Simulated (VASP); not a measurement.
An input for Quantum ESPRESSO's pw.x (written as the equivalent of a VASP run, and not itself run):

```
&CONTROL
  calculation = 'vc-relax'
  pseudo_dir = './pseudo'
  outdir = './out'
  tprnfor = .true.
  tstress = .true.
  nstep = 60
  forc_conv_thr = 0.00078
/
&SYSTEM
  ibrav = 0
  nat = 4
  ntyp = 3
  ecutwfc = 102
  occupations = 'smearing'
  smearing = 'gaussian'
  degauss = 0.003675
  input_dft = 'pz'
/
&ELECTRONS
  conv_thr = 7.3e-08
  electron_maxstep = 100
/
&IONS
/
&CELL
/
ATOMIC_SPECIES
  Mg 24.305 Mg.upf
  Cd 112.414 Cd.upf
  Te 127.600 Te.upf
CELL_PARAMETERS angstrom
     4.5257624    0.0000000    0.0000000
     0.0000000    4.5257624    0.0000000
     0.0000000    0.0000000    6.3530835
ATOMIC_POSITIONS crystal
  Mg   0.5000000  0.5000000  0.5000000
  Cd   0.0000000  0.0000000  0.0000000
  Te   0.0000000  0.5000000  0.2547657
  Te   0.5000000  0.0000000  0.7452343
K_POINTS automatic
  5 5 3 0 0 0
```

**Question.** Write the VASP files for the same calculation (LDA).

**Answer.** Several could match; the one computed here: 
### POSCAR
```
MgCdTe2
1.0
  4.5257623807   0.0000000000   0.0000000000
  0.0000000000   4.5257623807   0.0000000000
  0.0000000000   0.0000000000   6.3530835291
Mg Cd Te
1 1 2
Cartesian
  2.2628811903   2.2628811903   3.1765417646
  0.0000000000   0.0000000000   0.0000000000
  0.0000000000   2.2628811903   1.6185476371
  2.2628811903   0.0000000000   4.7345358920
```

### KPOINTS
```
Automatic mesh
0
Gamma
5 5 3
0 0 0
```

**INCAR**
```
NELM=100
EDIFF=1E-6   ! SCF stop (eV)
ISMEAR=0   ! Gaussian
LREAL=.FALSE.   ! projection in real space or not
LCHARG=.FALSE.
ENCUT=400   ! plane-wave cut-off (eV)
PREC=Accurate
EDIFFG=-0.02   ! ionic stop
IBRION=2
SIGMA=0.05   ! width (eV)
ISIF=3
LMAXMIX=4
NSW=60
SYSTEM=MgCdTe2
LWAVE=.FALSE.
LASPH=.TRUE.
ALGO=Normal
```

POTCAR, in this order: Mg Cd Te (LDA.64 set). Program: vasp_std.

Limits of the translation: the potentials are each code's own (VASP's PAW set, PseudoDojo norm-conserving files in pw.x), so ENCUT and ecutwfc are chosen apart and not converted; conv_thr bounds pw.x's estimated SCF error, while EDIFF bounds the energy change between steps; forc_conv_thr acts on force components and is met together with etot_conv_thr.

The structure comes from a computed database's MgCdTe2 entry (P-4m2); how it stands against other phases isn't given here. This run relaxes it. Symmetry was kept, so distortions that lower it aren't found. The start is the result of an earlier pass.
